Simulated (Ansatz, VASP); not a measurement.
# NaPt2I in two plane-wave programs

Aim: how closely do two programs agree when they are given the same cell, functional and k mesh? The cell is invented: other elements were put on sites of a known structure type. It may not be a known or stable phase. The cell comes out of the VASP series on this material, whose earlier steps may have relaxed, scaled or displaced it; both programs get it as it stands.

Program: Ansatz 0.2.0. Level of theory: plane waves, with VASP 6.6.1 beside it; band structure at PBE, single point at PBE and band structure at PBE, spin-orbit coupling. Results are calculated unless marked as measured.

## (1) Set-up

The structure is trigonal, space group P-3m1 (No. 164). The conventional cell has a = 4.801 Å, b = 4.801 Å, c = 5.885 Å, α = 90.00°, β = 90.00°, γ = 120.00°. Nearest to Na lie 2 I at 2.94 Å. Pt has 3 I at 2.78 Å and 3 Pt at 2.79 Å nearest. Nearest to I lie 6 Pt at 2.78 Å and 2 Na at 2.94 Å. Farther neighbours and most contacts between anions are not listed.

## (2) VASP: band structure, PBE

The same path points are solved in both programs, so levels can be compared one by one.

Lines of VASP's logs that name or quote its potential files are left out, and so is its time.

File INCAR:

```
SYSTEM = NaPt2I
PREC = Accurate
ENCUT = 400
EDIFF = 1E-06
NELM = 100
ISMEAR = 0
SIGMA = 0.05
LREAL = .FALSE.
ALGO = Normal
GGA = PE
NBANDS = 31
LORBIT = 11
LWAVE = .FALSE.
LCHARG = .FALSE.
KPAR = 2
```

File POSCAR:

```
NaPt2I
1.0
    4.8010783366      0.0000000000      0.0000000000
   -2.4005391683      4.1578557924      0.0000000000
    0.0000000000      0.0000000000      5.8848318102
Na Pt I
1 2 1
Direct
    0.0000000000      0.0000000000      0.5000000000
    0.3333333300      0.6666666700      0.0251689436
    0.6666666700      0.3333333300      0.9748310564
    0.0000000000      0.0000000000      0.0000000000
```

File KPOINTS:

```
Automatic mesh
0
Gamma
5 5 4
0 0 0
```

File KPOINTS_OPT:

```
Line mode
16
Line-mode
Reciprocal
  0.00000000   0.00000000   0.00000000 GAMMA
  0.50000000   0.00000000   0.00000000 M

  0.50000000   0.00000000   0.00000000 M
  0.33333333   0.33333333   0.00000000 K

  0.33333333   0.33333333   0.00000000 K
  0.00000000   0.00000000   0.00000000 GAMMA

  0.00000000   0.00000000   0.00000000 GAMMA
  0.00000000   0.00000000   0.50000000 A

  0.00000000   0.00000000   0.50000000 A
  0.50000000   0.00000000   0.50000000 L

  0.50000000   0.00000000   0.50000000 L
  0.33333333   0.33333333   0.50000000 H

  0.33333333   0.33333333   0.50000000 H
  0.00000000   0.00000000   0.50000000 A

  0.50000000   0.00000000   0.50000000 L
  0.50000000   0.00000000   0.00000000 M

  0.33333333   0.33333333   0.00000000 K
  0.33333333   0.33333333   0.50000000 H
```

The projector-augmented-wave data sets are Na_pv, Pt and I (PBE family, release 64).

Run with:

```sh
$ mpirun -np 2 vasp_std
```

Numbers of over 12 decimals in the logs are rounded to 6 here.

What it wrote:

```text
[banner, memory and clock lines left out]
running    2 mpi-ranks, on    1 nodes
 distrk:  each k-point on    1 cores,    2 groups
 distr:  one band on    1 cores,    1 groups

 POSCAR found type information on POSCAR NaPtI
 POSCAR found :  3 types and       4 ions
 LDA part: xc-table for (Slater+PW92), standard interpolation
 POSCAR, INCAR and KPOINTS ok, starting setup
 FFT: planning ... GRIDC
 FFT: planning ... GRID_SOFT
 FFT: planning ... GRID
 WAVECAR not read
 entering main loop
       N       E                     dE             d eps       ncg     rms          rms(c)
DAV:   1     0.207048922994E+03    0.20705E+03   -0.12549E+04  1054   0.830E+02
DAV:   2    -0.744373333566E+00   -0.20779E+03   -0.18718E+03  1082   0.230E+02
DAV:   3    -0.141500777504E+02   -0.13406E+02   -0.13115E+02  1305   0.613E+01
DAV:   4    -0.144125004188E+02   -0.26242E+00   -0.26190E+00  1201   0.891E+00
DAV:   5    -0.144217203842E+02   -0.92200E-02   -0.92197E-02  1368   0.162E+00    0.136E+01
DAV:   6    -0.141604852840E+02    0.26124E+00   -0.99588E-02  1270   0.183E+00    0.803E+00
DAV:   7    -0.140566444218E+02    0.10384E+00   -0.20827E-01  1217   0.246E+00    0.149E+00
DAV:   8    -0.140548275507E+02    0.18169E-02   -0.12593E-02  1224   0.517E-01    0.143E+00
DAV:   9    -0.140545745868E+02    0.25296E-03   -0.16779E-03  1187   0.212E-01    0.842E-01
DAV:  10    -0.140552295822E+02   -0.65500E-03   -0.47134E-03  1110   0.299E-01    0.192E-01
DAV:  11    -0.140554835813E+02   -0.25400E-03   -0.26256E-04  1202   0.714E-02    0.140E-01
DAV:  12    -0.140556333134E+02   -0.14973E-03   -0.22761E-04  1103   0.615E-02    0.101E-01
DAV:  13    -0.140556331626E+02    0.15085E-06   -0.36945E-06  1268   0.916E-03
   1 F= -.14055633E+02 E0= -.14053564E+02  d E =-.413907E-02
 Start KPOINTS_OPT (optional k-point list driver)
k-point batch [1-17\144]
       N       E                     dE             ncg
DAV:   1     0.177415571008E+04   -0.52100E+04     1070
DAV:   2    -0.169796968796E+04   -0.34721E+04     1075
DAV:   3    -0.192651544011E+04   -0.22855E+03     1313
DAV:   4    -0.193127506625E+04   -0.47596E+01     1152
DAV:   5    -0.193142936545E+04   -0.15430E+00     1357
DAV:   6    -0.193143227773E+04   -0.29123E-02     1188
DAV:   7    -0.193143240526E+04   -0.12753E-03     1417
DAV:   8    -0.193143241165E+04   -0.63873E-05     1044
DAV:   9    -0.193143241197E+04   -0.32299E-06      807
[...]
k-point batch [137-144\144]
       N       E                     dE             ncg
DAV:   1     0.848678111350E+04   -0.62114E+04      496
DAV:   2     0.683973148285E+04   -0.16470E+04      496
DAV:   3     0.673352532393E+04   -0.10621E+03      633
DAV:   4     0.673125957087E+04   -0.22658E+01      531
DAV:   5     0.673118777031E+04   -0.71801E-01      705
DAV:   6     0.673118675114E+04   -0.10192E-02      538
DAV:   7     0.673118670102E+04   -0.50121E-04      714
DAV:   8     0.673118669875E+04   -0.22702E-05      449
DAV:   9     0.673118669864E+04   -0.11056E-06      389
```

Parts of OUTCAR (step 2):

```text
ion  position               nearest neighbor table
   1  0.000  0.000  0.500-   4 2.94   4 2.94
   2  0.333  0.667  0.025-   4 2.78   4 2.78   4 2.78   3 2.79   3 2.79   3 2.79
   3  0.667  0.333  0.975-   4 2.78   4 2.78   4 2.78   2 2.79   2 2.79   2 2.79
   4  0.000  0.000  0.000-   2 2.78   3 2.78   2 2.78   3 2.78   3 2.78   2 2.78   1 2.94   1 2.94

  LATTYP: Found a hexagonal cell.
 ALAT       =     4.8010783366
 C/A-ratio  =     1.2257312624

 Subroutine GETGRP returns: Found 12 space group operations
 (whereof 12 operations were pure point group operations)

The static configuration has the point symmetry D_3d.

 Found     17 irreducible k-points:

   k-points           NKPTS =     17   k-points in BZ     NKDIM =     17   number of bands    NBANDS=     31

   dimension x,y,z NGX =    32 NGY =   32 NGZ =   40
   dimension x,y,z NGXF=    64 NGYF=   64 NGZF=   80

   ENCUT  =  400.0 eV  29.40 Ry    5.42 a.u.   7.83  7.83  9.60*2*pi/ulx,y,z

   NELECT =      34.0000    total number of electrons

 k-points in reciprocal lattice and weights: Automatic mesh
   0.00000000  0.00000000  0.00000000       0.010
   0.20000000 -0.00000000  0.00000000       0.060
   0.40000000  0.00000000  0.00000000       0.060
   0.20000000  0.20000000  0.00000000       0.060
   0.40000000  0.20000000  0.00000000       0.060
   0.00000000  0.00000000  0.25000000       0.020
   0.20000000 -0.00000000  0.25000000       0.060
   0.00000000  0.20000000  0.25000000       0.060
   0.40000000  0.00000000  0.25000000       0.060
[...]
0.20000000  0.20000000  0.50000000       0.060
   0.40000000  0.20000000  0.50000000       0.060

 average (electrostatic) potential at core
       1 -46.9705       2 -68.8288       3 -68.8288       4 -93.8424

 E-fermi :   4.4474

 k-point     1 :       0.0000    0.0000    0.0000
  band No.  band energies     occupation
    ...
     12       1.6909      2.00000
     13       1.6909      2.00000
     14       2.9870      2.00000
     15       2.9870      2.00000
     16       3.0802      2.00000
     17       5.9620      0.00000
     18       5.9620      0.00000
     19       6.1537      0.00000
     20       7.4945      0.00000
     21       7.4945      0.00000
    ...

 k-point     2 :       0.2000   -0.0000    0.0000
  band No.  band energies     occupation
    ...
     13       2.7730      2.00000
     14       2.9814      2.00000
     15       3.1170      2.00000
     16       3.3083      2.00000
     17       4.0724      2.00000
     18       4.4719      0.48882
     19       6.2904      0.00000
     20       6.9849      0.00000
     21       7.6612      0.00000
     22       9.2480      0.00000
    ...

 k-point     3 :       0.4000    0.0000    0.0000
  band No.  band energies     occupation
    ...
     13       2.7288      2.00000
     14       2.9391      2.00000
     15       2.9531      2.00000
     16       3.3139      2.00000
     17       3.3503      2.00000
     18       4.6734      0.00000
     19       6.5699      0.00000
     20       6.7782      0.00000
     21       7.8202      0.00000
     22       9.1949      0.00000
    ...

  Total       -0.0081078     -0.0081078     -0.0352643      0.0000000      0.0000000      0.0000000
  in kB       -0.1105786     -0.1105786     -0.4809535      0.0000000      0.0000000      0.0000000
  external PRESSURE =      -0.2340369 kB  Pullay stress =       0.0000000 kB

  energy-cutoff  :      400.00
  volume of cell :      117.47
      direct lattice vectors                 reciprocal lattice vectors
     4.801078337  0.000000000  0.000000000     0.208286541  0.120254291  0.000000000
    -2.400539168  4.157855792  0.000000000     0.000000000  0.240508582  0.000000000
     0.000000000  0.000000000  5.884831810     0.000000000  0.000000000  0.169928391

 POSITION                                       TOTAL-FORCE (eV/Angst)
 -----------------------------------------------------------------------------------
      0.00000      0.00000      2.94242         0.000000      0.000000      0.000000
     -0.00000      2.77190      0.14811        -0.000000      0.000000     -0.008613
      2.40054      1.38595      5.73672        -0.000000     -0.000000      0.008613
      0.00000      0.00000      0.00000         0.000000      0.000000      0.000000
 -----------------------------------------------------------------------------------
    total drift:                               -0.000000      0.000000     -0.000000

  FREE ENERGIE OF THE ION-ELECTRON SYSTEM (eV)
  ---------------------------------------------------
  free  energy   TOTEN  =       -14.0556331626 eV

  energy  without entropy=      -14.0514940930  energy(sigma->0) =      -14.05356363

 total charge
# of ion       s       p       d       tot
------------------------------------------
    1        0.040   5.967   0.000   6.008
    2        0.608   0.331   8.275   9.214
    3        0.608   0.331   8.275   9.214
    4        1.515   2.572   0.163   4.249
--------------------------------------------------
tot          2.772   9.201  16.713  28.685

[... 3 further parts left out ...]
```

Spin-orbit coupling is off here; with elements this heavy it splits and shifts levels by tenths of an eV or more.

## (3) Ansatz: band structure, PBE

Ansatz runs on its default PAW (the set named soft_2) files.

The same cell, functional, mesh and smearing now go to Ansatz, which takes its cutoff from its data sets.

File input.yaml:

```yaml
crystal:
  lattice:
    - [4.8010783366, 0.0, 0.0]
    - [-2.4005391683, 4.1578557924, 0.0]
    - [0.0, 0.0, 5.8848318102]
  atoms:
    - { symbol: Na, position: [0.0, 0.0, 0.5] }
    - { symbol: Pt, position: [0.33333333, 0.66666667, 0.0251689436] }
    - { symbol: Pt, position: [0.66666667, 0.33333333, 0.9748310564] }
    - { symbol: I, position: [0.0, 0.0, 0.0] }
hamiltonian:
  xc: pbe
  pseudopotentials: { kind: paw }
kpoints:
  mp_grid: { grid: [5, 5, 4] }
  band_path:
    path:
      - [0.0, 0.0, 0.0]
      - [0.13333, 0.0, 0.0]
      - [0.3, 0.0, 0.0]
      - [0.46667, 0.0, 0.0]
      - [0.46667, 0.06667, 0.0]
      - [0.41111, 0.17778, 0.0]
      - [0.35556, 0.28889, 0.0]
      - [0.28889, 0.28889, 0.0]
      - [0.17778, 0.17778, 0.0]
      - [0.06667, 0.06667, 0.0]
      - [0.0, 0.0, 0.03333]
      - [0.0, 0.0, 0.2]
      - [0.0, 0.0, 0.36667]
      - [0.0, 0.0, 0.5]
      - [0.16667, 0.0, 0.5]
      - [0.3, 0.0, 0.5]
      - [0.46667, 0.0, 0.5]
      - [0.46667, 0.06667, 0.5]
      - [0.41111, 0.17778, 0.5]
      - [0.35556, 0.28889, 0.5]
      - [0.28889, 0.28889, 0.5]
      - [0.17778, 0.17778, 0.5]
      - [0.06667, 0.06667, 0.5]
      - [0.5, 0.0, 0.46667]
      - [0.5, 0.0, 0.3]
      - [0.5, 0.0, 0.13333]
      - [0.33333, 0.33333, 0.0]
      - [0.33333, 0.33333, 0.16667]
      - [0.33333, 0.33333, 0.33333]
      - [0.33333, 0.33333, 0.5]
    npoints: 1
scf:
  occupations: { method: gaussian, width: 0.05 }
  n_extra_bands: 8
output:
  forces: true
  stress: true
  eigenvalues: true
```

Run with:

```sh
$ ansatz run input.yaml --threads 2 --pin off --max-ram 4608MiB --backend cpu --events-out ev --progress --plain --runs-dir out
```

What it wrote:

```text
scf.n_extra_bands = 8 over 31 filled bands (N_el = 62.0): the run solves 39 bands
Engine: ansatz 0.2.0, aarch64-unknown-linux-gnu
Pseudopotentials: kind: paw
Pseudopotential: Na, paw, valence charge 9, recommended cutoff 420 eV (normal), Na.paw.azcp
Pseudopotential: Pt, paw, valence charge 18, recommended cutoff 420 eV (normal), Pt.paw.azcp
Pseudopotential: I, paw, valence charge 17, recommended cutoff 420 eV (normal), I.paw.azcp
Functional definition: PBE
  parameter kappa = 0.804
  parameter beta = 0.066725
  exchange = pbe_x(kappa = kappa, mu = beta*pi^2/3)
  correlation = pbe_c(beta = beta)
Crystal: 4 atoms, lattice volume = 117.474 Å³
Basis set: ecut = 420 eV, 2263 PW (Γ), exchange–correlation on 72×72×80 points (8 copies of the dense FFT grid, shifted against one another)
Bands: 39, of which v1, the nominal top of the filled ones, is band 31 counted from 1 (30 counted from 0)
Symmetry: 12 space group operations
Space group: P-3m1 (ITA 164), of the structure as read, at distance tolerance 4.9e-5 Å
k-points: 17 of 100
Non-local potential: Na, projectors of the file, l = 0: 3, l = 1: 2, l = 2: 1
Non-local potential: Pt, projectors of the file, l = 0: 3, l = 1: 2, l = 2: 2, l = 3: 1
Non-local potential: I, projectors of the file, l = 0: 2, l = 1: 2, l = 2: 2, l = 3: 2
PAW form: soft (Blöchl's): semilocal exchange-correlation on the pseudo side does not see the compensation charge
PAW one-centre angular grid: Na, 110 points (default); XC on 64 Gauss nodes
PAW one-centre angular grid: Pt, 590 points (default); XC on 64 Gauss nodes
PAW one-centre angular grid: I, 590 points (default); XC on 64 Gauss nodes
Initial density: superposition of atomic densities (neutral atoms: chi_scale 0, normalization atom), corrected by the library's trained network
Initial wavefunctions: pseudopotential atomic-orbital guess
Functional: x = pbe(κ = 0.804, μ = 0.219515), c = pbe(β = 0.066725)
SCF iter   1: F=—  HF=-34044.374634 eV  |F-HF|=—  |Δ(HF+E_count)|=         —  Δρ=4.27e-3  dr2=5.06e-2  ethr=1.77e-3  ⟨swp⟩=7.1  Hψ=2972  notcnv=0  defer=4
preconditioner: auto → LDOS  [insulator: Δε(μ)=0.362 eV  Ē_g=8.125 eV  σ=0.050 eV  W_gap=0.76  n_scr=22 (ndim 8)  ℏωp=18.1 eV  f_vac=0.286  D(μ)=3.32/eV (n_scr^D=22)  ε∞_Penn≈6.0  β→1.0]
SCF iter   2: F=—  HF=-34044.372079 eV  |F-HF|=—  |Δ(HF+E_count)|=   2.55e-3  Δρ=4.38e-3  dr2=3.31e-2  ethr=8.16e-5  ⟨swp⟩=2.9  Hψ=1180  notcnv=0  defer=33
SCF iter   3: F=—  HF=-34044.365021 eV  |F-HF|=—  |Δ(HF+E_count)|=   7.06e-3  Δρ=7.89e-4  dr2=8.55e-4  ethr=5.34e-5  ⟨swp⟩=2.0  Hψ=913  notcnv=0  defer=33
SCF iter   4: F=—  HF=-34044.364885 eV  |F-HF|=—  |Δ(HF+E_count)|=   1.36e-4  Δρ=3.75e-4  dr2=2.80e-4  ethr=1.38e-6  ⟨swp⟩=2.1  Hψ=908  notcnv=0  defer=33
SCF iter   5: F=—  HF=-34044.364840 eV  |F-HF|=—  |Δ(HF+E_count)|=   4.53e-5  Δρ=1.81e-4  dr2=6.54e-5  ethr=4.51e-7  ⟨swp⟩=2.0  Hψ=831  notcnv=0  defer=33
SCF iter   6: F=—  HF=-34044.364926 eV  |F-HF|=—  |Δ(HF+E_count)|=   8.56e-5  Δρ=3.22e-5  dr2=2.16e-6  ethr=1.06e-7  ⟨swp⟩=2.0  Hψ=888  notcnv=0  defer=33
SCF iter   7: F=-34044.364926 eV  HF=-34044.364926 eV  |F-HF|=2.20e-8  |Δ(HF+E_count)|=   2.45e-8  Δρ=7.74e-6  dr2=8.15e-8  ethr=1.61e-10  ⟨swp⟩=10.3  Hψ=3494  notcnv=0
SCF 1 converged in 7 iterations: F = -34044.364926 eV  dr2 = 8.15e-8
  greatest PAW one-centre occupation: 1.000 electrons in one spin orbital (limit 2), on the Pt atom at site 2 (counted from 0), in its partial waves of l = 0
NSCF: frozen V_eff on 30 k-points
SCF converged after 7 iterations
Free energy (F): -34044.364926 eV
Harris-Foulkes:  -34044.364926 eV  (|F-HF|=2.20e-8)
Internal energy: -34044.360789 eV  (E = F + TS)
E sigma→0 (E₀):  -34044.362857 eV
Entropy (-TS):   -0.004137 eV (-1.034 meV/atom)
Fermi energy:    8.881882 eV
--- Per-component energies (eV) ---
  E_band       = -1309.281971
  E_kinetic    = 1591.397326
  E_local      = -10410.440315  (includes V_loc(G=0)·N_el)
  E_nonlocal   = 427.432646
  E_hartree    = 4451.123318
  E_xc         = -690.168344
  E_vxc        = -783.647443  (∫ρ·V_xc dr)
  E_paw        = -23989.442411  (= ΣΔE_a)
  E_vpaw       = -1036.287124  (= ΣTr[D̂ρ^β])
  E_aug_tail   = 0.000346  (compensation charges beyond the density's cutoff)
  E_ewald      = -5424.263353
  E_smearing   = -0.004137  (= −TS)
  E_closure    = 0.000000  (closes the sum)
  Σ components = -34044.364926   (vs F -34044.364926, Δ=0.00e0)
--- Forces (eV/Å), atoms counted from 1 ---
  atom   1  Na    -0.00000000     0.00000000     0.00000000
  atom   2  Pt     0.00000000    -0.00000000    -0.00911063
  atom   3  Pt     0.00000000     0.00000000     0.00911063
  atom   4  I      0.00000000    -0.00000000     0.00000000
  max |Σ_I F_I| component: 9.25e-18 eV/Å
--- Stress (GPa, compression-positive) ---
        0.271980       0.000000       0.000000
        0.000000       0.271980       0.000000
        0.000000       0.000000      -0.000039
  P = ⅓ Tr σ = 0.1813 GPa (1.813 kbar)
--- Band table (eV; the first three rows and the last of 17) ---
  k-point 0: bands = [... 27 lower, 7.3930, 7.3930, 7.4753, 10.3967, 10.3967, 10.5652, 11.9402, 11.9402, ... 4 higher]
  k-point 1: bands = [... 27 lower, 7.3885, 7.3885, 7.4818, 10.1312, 10.4023, 10.4023, 12.0102, 12.0102, ... 4 higher]
  k-point 2: bands = [... 27 lower, 7.3839, 7.3839, 7.4792, 9.7004, 10.4081, 10.4081, 12.0829, 12.0829, ... 4 higher]
  k-point 16: bands = [... 27 lower, 7.1918, 7.2548, 7.7490, 8.1535, 10.0651, 11.2693, 11.3362, 13.2387, ... 4 higher]
```

It took 3.9 s on 2 threads of Arm Neoverse V2, shared host; peak memory 0.42 GiB.

The column dr2 measures how far the density is from self-consistency, as an energy; F and HF (Harris–Foulkes) agree once it is small.

## (4) Comparison

Known differences besides the PAW data sets themselves: the data sets hold 62 valence electrons in Ansatz (default PAW (the set named soft_2) files) and 34 in VASP; the cutoff is 420 eV in Ansatz and 400 eV in VASP; VASP leaves aspherical gradient terms in its spheres out (LASPH is not set), Ansatz keeps them. Total energies have different zeros and are not compared.

Compared:

```csv
quantity,Ansatz,VASP,difference
pressure (GPa),0.18,-0.02,+0.20
```

Levels from 3 eV below to 2 eV above the Fermi level differ by 27 meV r.m.s. and 40 meV at most; each VASP level is matched to the nearest of Ansatz, which flatters the figure a little.

(Part 1 of 2 ends here.)

[Lines on the potential files, build, host, timing and source positions are cut from VASP's logs without a mark.]

[Logs are printed without paths, hosts, clocks, repeated set-up lines and the standing remarks that a program may print on its own settings, such as how far it seeks lower states.]

[Hosts, paths, dates, database ids (printed as entryN), source tags and the programs' standing remarks are cut or masked in the printed files.]
